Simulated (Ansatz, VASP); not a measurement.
NaMg6Cr in VASP and in Ansatz

The input INCAR:

```
SYSTEM = NaMg6Cr
PREC = Accurate
ENCUT = 520
EDIFF = 1E-7
ISMEAR = -1
SIGMA = 0.05
LREAL = .False.
LASPH = .True.
NELM = 150
ALGO = Normal
ISIF = 2
LWAVE = .False.
LCHARG = .True.
ISPIN = 2
MAGMOM = 3 0 0 0 0 0 0 0
LORBIT = 11
LMAXMIX = 4
GGA = PE
LELF = .True.
LVHAR = .True.
NBANDS = 30
```

File KPOINTS:

```
Automatic mesh
0
Gamma
  5 5 5
  0 0 0
```

File POSCAR:

```
NaMg6Cr
1.0
    5.1371790000      0.0000000000      0.0000000000
    0.0000000000      3.2135290000      5.4905750000
    0.0000000000     -3.2135290000      5.4905750000
Cr Mg Na
1 6 1
Direct
    0.5000000000      0.3334740000      0.3334740000
    0.0000000000      0.1711820000      0.1711820000
    0.0000000000      0.6643430000      0.6643430000
    0.0000000000      0.1762410000      0.6543270000
    0.0000000000      0.6543270000      0.1762410000
    0.5000000000      0.3331120000      0.8334700000
    0.5000000000      0.8334700000      0.3331120000
    0.5000000000      0.8338560000      0.8338560000
```

The input input.yaml:

```yaml
crystal:
  lattice:
    - [5.137179, 0.0, 0.0]
    - [0.0, 3.213529, 5.490575]
    - [0.0, -3.213529, 5.490575]
  atoms:
    - { symbol: Cr, position: [0.5, 0.333474, 0.333474], spin: 3.0 }
    - { symbol: Mg, position: [0.0, 0.171182, 0.171182] }
    - { symbol: Mg, position: [0.0, 0.664343, 0.664343] }
    - { symbol: Mg, position: [0.0, 0.176241, 0.654327] }
    - { symbol: Mg, position: [0.0, 0.654327, 0.176241] }
    - { symbol: Mg, position: [0.5, 0.333112, 0.83347] }
    - { symbol: Mg, position: [0.5, 0.83347, 0.333112] }
    - { symbol: Na, position: [0.5, 0.833856, 0.833856] }
hamiltonian:
  xc: pbe
  pseudopotentials: { kind: paw }
magnetization:
  spin_polarized: true
kpoints:
  mp_grid: { grid: [5, 5, 5] }
scf:
  occupations: { method: fermi_dirac, width: 0.05 }
output:
  forces: true
  stress: true
  eigenvalues: true
```

The cell comes from a database or a generator and needn't be the stable form of this composition.

Alike in both runs: task single point; functional PBE; k mesh 5 × 5 × 5; occupations fermi-dirac, width 0.05 eV; collinear spin, ferromagnetic start.

|  | VASP | Ansatz |
| --- | --- | --- |
| version | VASP 6.6.1 | Ansatz 0.2.0 |
| potentials or method | VASP PAW PBE potentials, release 64 (Cr_pv, Mg, Na_pv) | Ansatz PAW |
| plane-wave cutoff (eV) | 520 | 420 |
| valence electrons in the cell | 31 | 83 |

VASP gave:

- gap on the k mesh at the Fermi level (eV): none
- pressure (GPa): 0.1
- largest component of the traceless stress (GPa): 0.17
- rms of the force components (eV/Å): 0.010
- net moment per atom (μB): 0.56
- size of the moment on the site where the two differ most (μB): 3.85

**Question.** Which values does Ansatz return?

**Answer.** gap on the k mesh at the Fermi level (eV): none; pressure (GPa): 0.2; largest component of the traceless stress (GPa): 0.17; rms of the force components (eV/Å): 0.009; net moment per atom (μB): 0.55; size of the moment on the site where the two differ most (μB): 4.02.

Site moments also hang on the region over which each program counts them. Atom by atom the forces differ by 0.001 eV/Å (rms over components). A gap of «none» marks a metal or a gap that the smearing closes. The two sets of potentials don't hold the same shells in valence.
